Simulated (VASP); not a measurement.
Output of a VASP run:

File OUTCAR:
```
 ion  position               nearest neighbor table
   1  0.662  0.750  0.331-
   2  0.005  0.250  0.397-
   3  0.333  0.750  0.465-
   4  0.667  0.250  0.535-
   5  0.995  0.750  0.603-
   6  0.338  0.250  0.669-
  LATTYP: Found a simple orthorhombic cell.
 ALAT       =     3.6690083103
 B/A-ratio  =     1.6329933201
 C/A-ratio  =     6.8942744197
 Subroutine PRICEL returns:
 Original cell was already a primitive cell.
 Subroutine GETGRP returns: Found  4 space group operations
The static configuration has the point symmetry S_2 .
 The point group associated with its full space group is C_2h.
The dynamic configuration has the point symmetry S_2 .
 Subroutine INISYM returns: Found  4 space group operations
 Subroutine IBZKPT returns following result:
 Found     15 irreducible k-points:

 Following reciprocal coordinates:
            Coordinates               Weight
  0.000000  0.000000  0.000000      1.000000
  0.125000  0.000000  0.000000      2.000000
  0.250000  0.000000  0.000000      2.000000
  0.375000  0.000000  0.000000      2.000000
  0.500000  0.000000  0.000000      1.000000
  0.000000  0.200000  0.000000      2.000000
  0.125000  0.200000  0.000000      4.000000
  0.250000  0.200000  0.000000      4.000000
  0.375000  0.200000  0.000000      4.000000
  0.500000  0.200000  0.000000      2.000000
  0.000000  0.400000  0.000000      2.000000
  0.125000  0.400000  0.000000      4.000000
  0.250000  0.400000  0.000000      4.000000
  0.375000  0.400000  0.000000      4.000000
  0.500000  0.400000  0.000000      2.000000
   k-points           NKPTS =     15   k-points in BZ     NKDIM =     15   number of bands    NBANDS=     25
   number of dos      NEDOS =    301   number of ions     NIONS =      6
   total plane-waves  NPLWV =  68040
   dimension x,y,z NGX =    18 NGY =   30 NGZ =  126
   dimension x,y,z NGXF=    36 NGYF=   60 NGZF=  252
   ions per type =               6
   PREC   = normal    normal or accurate (medium, high low for compatibility)
   ISTART =      0    job   : 0-new  1-cont  2-samecut
   ICHARG =      2    charge: 1-file 2-atom 10-const
   ISPIN  =      1    spin polarized calculation?
   LNONCOLLINEAR =      F non collinear calculations
   LSORBIT =      F    spin-orbit coupling
   INIWAV =      1    electr: 0-lowe 1-rand  2-diag
   ENCUT  =  400.0 eV  29.40 Ry    5.42 a.u.   5.98  9.77 41.25*2*pi/ulx,y,z
   NELM   =    100;   NELMIN=  4; NELMDL= -5     # of ELM steps
   EDIFF  = 0.1E-04   stopping-criterion for ELM
   LREAL  =      F    real-space projection
   NLSPLINE    = F    spline interpolate recip. space projectors
   LMAXMIX     =    2 max onsite mixed and CHGCAR
   VOSKOWN=      0    Vosko Wilk Nusair interpolation
   EDIFFG = -.3E-01   stopping-criterion for IOM
   NSW    =    120    number of steps for IOM
   NBLOCK =      1;   KBLOCK =    120    inner block; outer block
   IBRION =      2    ionic relax: 0-MD 1-quasi-New 2-CG
   NFREE  =      1    steps in history (QN), initial steepest desc. (CG)
   ISIF   =      2    stress and relaxation
   ISYM   =      2    0-nonsym 1-usesym 2-fastsym
   TEIN   =    0.0    initial temperature
   TEBEG  =    0.0;   TEEND  =   0.0 temperature during run
   SMASS  =  -3.00    Nose mass-parameter (am)
   PSTRESS=    0.0 pullay stress
   NELECT =      42.0000    total number of electrons
   EFERMI =   0.00;   METHOD = LEGACY
   ISMEAR =     1;   SIGMA  =   0.10  broadening in eV -4-tet -1-fermi 0-gaus
   IALGO  =     38    algorithm
   LDIAG  =      T    sub-space diagonalisation (order eigenvalues)
   IMIX   =      4    mixing-type and parameters
     AMIX     =   0.40;   BMIX     =  1.00
     AMIX_MAG =   1.60;   BMIX_MAG =  1.00
     AMIN     =   0.10
   METAGGA = R2SCAN    functional components
   VOSKOWN =     0    Vosko Wilk Nusair interpolation
...
```

### OSZICAR
```
...
DAV:   4    -0.206277406286E+02    0.14838E-02   -0.18114E-03   750   0.285E-01    0.742E-03
DAV:   5    -0.206278912508E+02   -0.15062E-03   -0.42334E-04   678   0.156E-01    0.484E-03
DAV:   6    -0.206289925646E+02   -0.11013E-02   -0.72446E-04   670   0.141E-01    0.241E-03
DAV:   7    -0.206290964957E+02   -0.10393E-03   -0.59461E-05   561   0.544E-02    0.230E-03
DAV:   8    -0.206291558446E+02   -0.59349E-04   -0.15196E-05   523   0.278E-02    0.168E-03
DAV:   9    -0.206292029702E+02   -0.47126E-04   -0.20253E-05   510   0.271E-02    0.117E-03
DAV:  10    -0.206292154404E+02   -0.12470E-04   -0.40790E-06   542   0.169E-02    0.981E-04
DAV:  11    -0.206292405886E+02   -0.25148E-04   -0.20989E-05   512   0.285E-02    0.559E-04
DAV:  12    -0.206292273051E+02    0.13283E-04   -0.97995E-06   513   0.265E-02    0.536E-04
DAV:  13    -0.206292295720E+02   -0.22668E-05   -0.12572E-06   475   0.102E-02
  13 F= -.20629230E+02 E0= -.20629358E+02  d E =-.712154E-02
       N       E                     dE             d eps       ncg     rms          rms(c)
DAV:   1    -0.206294047085E+02   -0.17740E-03   -0.27761E-01   765   0.354E+00    0.247E-02
DAV:   2    -0.206301781178E+02   -0.77341E-03   -0.65765E-03   750   0.694E-01    0.642E-03
DAV:   3    -0.206297227279E+02    0.45539E-03   -0.16272E-03   750   0.357E-01    0.638E-03
DAV:   4    -0.206298613121E+02   -0.13858E-03   -0.18456E-04   750   0.111E-01    0.543E-03
DAV:   5    -0.206300481441E+02   -0.18683E-03   -0.10189E-04   510   0.702E-02    0.197E-03
DAV:   6    -0.206300710124E+02   -0.22868E-04   -0.49146E-05   510   0.506E-02    0.103E-03
DAV:   7    -0.206300786104E+02   -0.75980E-05   -0.78775E-06   516   0.248E-02
  14 F= -.20630079E+02 E0= -.20630196E+02  d E =-.849038E-03
       N       E                     dE             d eps       ncg     rms          rms(c)
DAV:   1    -0.206286642083E+02    0.14068E-02   -0.82505E-01   765   0.610E+00    0.426E-02
DAV:   2    -0.206309089958E+02   -0.22448E-02   -0.19636E-02   750   0.119E+00    0.110E-02
DAV:   3    -0.206299726454E+02    0.93635E-03   -0.46374E-03   750   0.596E-01    0.112E-02
DAV:   4    -0.206301491703E+02   -0.17652E-03   -0.56518E-04   750   0.196E-01    0.966E-03
DAV:   5    -0.206305237351E+02   -0.37456E-03   -0.31641E-04   678   0.109E-01    0.371E-03
DAV:   6    -0.206306527792E+02   -0.12904E-03   -0.18757E-04   534   0.936E-02    0.197E-03
DAV:   7    -0.206306708785E+02   -0.18099E-04   -0.18812E-05   524   0.356E-02    0.160E-03
DAV:   8    -0.206306819978E+02   -0.11119E-04   -0.73508E-06   511   0.253E-02    0.110E-03
DAV:   9    -0.206307079906E+02   -0.25993E-04   -0.18495E-05   510   0.343E-02    0.245E-03
DAV:  10    -0.206307096366E+02   -0.16460E-05   -0.26335E-06   505   0.176E-02
  15 F= -.20630710E+02 E0= -.20630806E+02  d E =-.148006E-02
       N       E                     dE             d eps       ncg     rms          rms(c)
DAV:   1    -0.206306185635E+02    0.89427E-04   -0.59493E-02   762   0.164E+00    0.109E-02
DAV:   2    -0.206306947002E+02   -0.76137E-04   -0.14003E-03   750   0.324E-01    0.307E-03
DAV:   3    -0.206306724321E+02    0.22268E-04   -0.34489E-04   750   0.165E-01    0.307E-03
DAV:   4    -0.206307020402E+02   -0.29608E-04   -0.38336E-05   510   0.524E-02    0.254E-03
DAV:   5    -0.206307437780E+02   -0.41738E-04   -0.22394E-05   510   0.383E-02    0.104E-03
DAV:   6    -0.206307394448E+02    0.43331E-05   -0.12844E-05   510   0.300E-02
  16 F= -.20630739E+02 E0= -.20630830E+02  d E =-.150987E-02
```

File OUTCAR:
```
------------------------ aborting loop because EDIFF is reached ----------------------------------------
  FORCE on cell =-STRESS in cart. coord.  units (eV):
  Direction    XX          YY          ZZ          XY          YZ          ZX
  --------------------------------------------------------------------------------------
  Total       -0.3498354     -0.2012293     -0.2847079      0.0000000      0.0000000     -0.0511140
  in kB       -1.0079878     -0.5798062     -0.8203346      0.0000000      0.0000000     -0.1472758
  external PRESSURE =      -0.8027095 kB  Pullay stress =       0.0000000 kB
  volume of cell :      556.06
      direct lattice vectors                 reciprocal lattice vectors
     3.669008310  0.000000000  0.000000000     0.272553212  0.000000000  0.000000000
     0.000000000  5.991466062  0.000000000     0.000000000  0.166904058  0.000000000
     0.000000000  0.000000000 25.295150139     0.000000000  0.000000000  0.039533270
 POSITION                                       TOTAL-FORCE (eV/Angst)
 -----------------------------------------------------------------------------------
      2.32020      4.49360      8.46690         0.004059      0.000000      0.009604
      0.00578      1.49787     10.04673        -0.012905     -0.000000     -0.025506
      1.22161      4.49360     11.75516        -0.007509      0.000000     -0.001567
      2.44740      1.49787     13.53999         0.007509      0.000000      0.001567
      3.66323      4.49360     15.24842         0.012905      0.000000      0.025506
      1.34881      1.49787     16.82825        -0.004059      0.000000     -0.009604
 -----------------------------------------------------------------------------------
    total drift:                                0.000000      0.000000      0.000000
  FREE ENERGIE OF THE ION-ELECTRON SYSTEM (eV)
  ---------------------------------------------------
  free  energy   TOTEN  =       -20.6307394448 eV

  energy  without entropy=      -20.6310113469  energy(sigma->0) =      -20.63083008

 reached required accuracy - stopping structural energy minimisation
```
(Selected blocks of OUTCAR.)

File POSCAR:
```
Na(211) slab
1
    3.6690083103    -0.0000000000     0.0000000000
   -0.0000000000     5.9914660620     0.0000000000
   -0.0000000000     0.0000000000    25.2951501394
Na
6
Direct
  0.6620042009   0.7500000000   0.3308371924
  0.0050826951   0.2500000000   0.3965973254
  0.3331634961   0.7500000000   0.4645002357
  0.6668365039   0.2500000000   0.5354997643
  0.9949173049   0.7500000000   0.6034026746
  0.3379957991   0.2500000000   0.6691628076
```

Problem. Reconstruct the remaining input files.

Solution. One answer among several that fit: the input of the run itself, r2SCAN meta-GGA, plane waves, VASP's PBE PAW potentials (set 64).

File KPOINTS:
```
Automatic
0
Gamma
  8 5 1
0 0 0
```

INCAR:
```
IDIPOL  =  3
LREAL  =  .FALSE.   ! projection in real space or not
NELMIN  =  4
NSW  =  120   ! most ionic steps
LCHARG  =  .FALSE.
PREC  =  Normal
LASPH  =  .TRUE.   ! aspherical one-centre terms
ENCUT  =  400
ISIF  =  2
LMIXTAU  =  .TRUE.
IBRION  =  2   ! conjugate gradients
DIPOL  =  0.5 0.5 0.5
EDIFF  =  1E-5   ! SCF stop (eV)
LDIPOL  =  .TRUE.
EDIFFG  =  -0.03   ! ionic stop
NELM  =  100
SYSTEM  =  Na(211) slab
LWAVE  =  .TRUE.
ALGO  =  Normal   ! blocked Davidson
ISMEAR  =  1
METAGGA  =  R2SCAN
SIGMA  =  0.1
```

POTCAR, in this order: Na_pv (PBE.64 set). Program: vasp_std.

The cell is a thin slab with vacuum, built from Na (bcc): (211) face.
